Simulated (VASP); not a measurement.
Level of theory: PBE GGA, VASP's PBE PAW potentials (set 64) (plane waves; VASP).

The input files of a VASP run:

### INCAR
```
# general
SYSTEM =TiC
PREC   =Accurate
ENCUT  =600
LREAL  =.False.
LASPH  =.True.

# electronic loop
EDIFF  =1E-7
NELM   =100
ALGO   =Normal
LMAXMIX=4

# smearing
ISMEAR =1
SIGMA  =0.1

# functional
GGA    =PE

# ions
ISIF   =2

# output
LWAVE  =.False.
LCHARG =.False.
```

### KPOINTS
```
Automatic mesh
0
Gamma
14 14 14
0 0 0
```

### POSCAR
```
TiC
1.0
  0.0000000000   2.1779432026   2.1779432026
  2.1779432026   0.0000000000   2.1779432026
  2.1779432026   2.1779432026   0.0000000000
Ti C
1 1
Cart
  0.0000000000   0.0000000000   0.0000000000
  2.1779432026   2.1779432026   2.1779432026
```

POTCAR, in this order: Ti_sv C (PBE.64 set). Program: vasp_std.

Output

**OSZICAR**
```
       N       E                     dE             d eps       ncg     rms          rms(c)
DAV:   1     0.126993548927E+03    0.12699E+03   -0.92572E+03  2496   0.176E+03
DAV:   2    -0.136599745992E+02   -0.14065E+03   -0.13398E+03  2576   0.403E+02
DAV:   3    -0.238054771621E+02   -0.10146E+02   -0.97695E+01  3348   0.101E+02
DAV:   4    -0.243481270243E+02   -0.54265E+00   -0.54188E+00  3236   0.218E+01
DAV:   5    -0.243646576109E+02   -0.16531E-01   -0.16529E-01  3444   0.339E+00    0.184E+01
DAV:   6    -0.194242514772E+02    0.49404E+01   -0.32768E+01  3012   0.703E+01    0.733E+00
DAV:   7    -0.187538441136E+02    0.67041E+00   -0.50613E+00  3136   0.287E+01    0.480E+00
DAV:   8    -0.187162013532E+02    0.37643E-01   -0.13198E-01  2652   0.478E+00    0.313E+00
DAV:   9    -0.187118419229E+02    0.43594E-02   -0.18970E-01  2804   0.559E+00    0.849E-01
DAV:  10    -0.187083039036E+02    0.35380E-02   -0.17408E-02  3532   0.189E+00    0.621E-01
DAV:  11    -0.187063568593E+02    0.19470E-02   -0.85417E-03  2704   0.143E+00    0.120E-01
DAV:  12    -0.187063577061E+02   -0.84674E-06   -0.44144E-04  2820   0.298E-01    0.398E-02
DAV:  13    -0.187063423735E+02    0.15333E-04   -0.21841E-05  3432   0.559E-02    0.128E-02
DAV:  14    -0.187063399087E+02    0.24647E-05   -0.15912E-06  2896   0.116E-02    0.273E-03
DAV:  15    -0.187063398465E+02    0.62229E-07   -0.21697E-07  2652   0.584E-03
   1 F= -.18706340E+02 E0= -.18706379E+02  d E =0.116042E-03
```

OUTCAR:
```
------------------------ aborting loop because EDIFF is reached ----------------------------------------
  FORCE on cell =-STRESS in cart. coord.  units (eV):
  Direction    XX          YY          ZZ          XY          YZ          ZX
  --------------------------------------------------------------------------------------
  Total       -0.4821230     -0.4821230     -0.4821230     -0.0000000      0.0000000      0.0000000
  in kB      -37.3851239    -37.3851239    -37.3851239     -0.0000000      0.0000000      0.0000000
  external PRESSURE =     -37.3851239 kB  Pullay stress =       0.0000000 kB
  volume of cell :       20.66
      direct lattice vectors                 reciprocal lattice vectors
     0.000000000  2.177943203  2.177943203    -0.229574398  0.229574398  0.229574398
     2.177943203  0.000000000  2.177943203     0.229574398 -0.229574398  0.229574398
     2.177943203  2.177943203  0.000000000     0.229574398  0.229574398 -0.229574398
 POSITION                                       TOTAL-FORCE (eV/Angst)
 -----------------------------------------------------------------------------------
      0.00000      0.00000      0.00000        -0.000000      0.000000     -0.000000
      2.17794      2.17794      2.17794         0.000000     -0.000000      0.000000
 -----------------------------------------------------------------------------------
    total drift:                               -0.000000      0.000000      0.000000
  FREE ENERGIE OF THE ION-ELECTRON SYSTEM (eV)
  ---------------------------------------------------
  free  energy   TOTEN  =       -18.7063398465 eV

  energy  without entropy=      -18.7064558881  energy(sigma->0) =      -18.70637853
```
(Selected blocks of OUTCAR.)

File OUTCAR:
```
 val. band max:        9.1672669925   @ k =   0.5000   0.5000   0.0000

 cond. band min:       9.2203284983   @ k =   0.3571   0.2857   0.0000


 Fermi energy:         9.2118239634

 k-point     1 :       0.0000    0.0000    0.0000
  band No.  band energies     occupation
      1     -47.4232      2.00000
      2     -23.4562      2.00000
      3     -23.4562      2.00000
      4     -23.4562      2.00000
      5      -3.1020      2.00000
      6       9.9018     -0.00000
      7       9.9018     -0.00000
      8       9.9018     -0.00000
      9      10.8715     -0.00000
     10      10.8715     -0.00000
     11      10.8715     -0.00000
     12      10.8914     -0.00000

 k-point     2 :       0.0714    0.0000    0.0000
  band No.  band energies     occupation
      1     -47.4198      2.00000
      2     -23.4800      2.00000
      3     -23.4584      2.00000
      4     -23.4584      2.00000
      5      -2.9889      2.00000
      6       9.3575     -0.05908
      7       9.6037     -0.00000
      8       9.6037     -0.00000
      9      10.2095     -0.00000
     10      10.2095     -0.00000
     11      11.1503     -0.00000
     12      12.0152      0.00000

 k-point     3 :       0.1429    0.0000    0.0000
  band No.  band energies     occupation
      1     -47.4105      2.00000
      2     -23.5464      2.00000
      3     -23.4648      2.00000
      4     -23.4648      2.00000
      5      -2.6592      2.00000
      6       8.3184      2.00000
      7       8.7175      2.00000
      8       8.7175      2.00000
      9      10.3732     -0.00000
     10      10.3732     -0.00000
     11      11.5020      0.00000
     12      13.2087      0.00000

 k-point     4 :       0.2143    0.0000    0.0000
  band No.  band energies     occupation
      1     -47.3971      2.00000
      2     -23.6411      2.00000
      3     -23.4739      2.00000
      4     -23.4739      2.00000
      5      -2.1391      2.00000
      6       7.1258      2.00000
...
```

The compound is TiC in the rock salt structure. This cell was strained or had an atom moved on purpose.
